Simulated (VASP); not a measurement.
Given:

```
CELL_PARAMETERS angstrom
      4.00844     0.00000     0.00000
      0.00000     4.00844     0.00000
      0.00000     0.00000     4.00844
ATOMIC_POSITIONS crystal
  Ba 0.00000 0.00000 0.00000
  Ti 0.50000 0.50000 0.50000
  O  0.50000 0.00000 0.50000
  O  0.00000 0.50000 0.50000
  O  0.50000 0.50000 0.00000
```

The numbers are results of r2SCAN meta-GGA, VASP's PBE PAW potentials (set 64) (plane waves; VASP 6.6.1), not measurements. Run with 520 eV cut-off, 6×6×6 Γ-centred mesh, tetrahedra with Blöchl corrections, potentials Ba_sv Ti_sv O.

The cores are frozen, which limits the accuracy of field gradients.

### Question
Give the principal components of the electric field gradient (V/Å²) and the asymmetry η at each nucleus.

### Answer

```csv
atom,Vxx,Vyy,Vzz,η
Ba1,0.0,0.0,0.0,-
Ti2,0.0,0.0,0.0,-
O3,-15.1,-15.1,30.1,0.00
O4,-15.1,-15.1,30.1,0.00
O5,-15.1,-15.1,30.1,0.00
```

The compound is BaTiO3 in the cubic perovskite structure, the ideal cubic form; the compound distorts at low or room temperature. It was relaxed first.
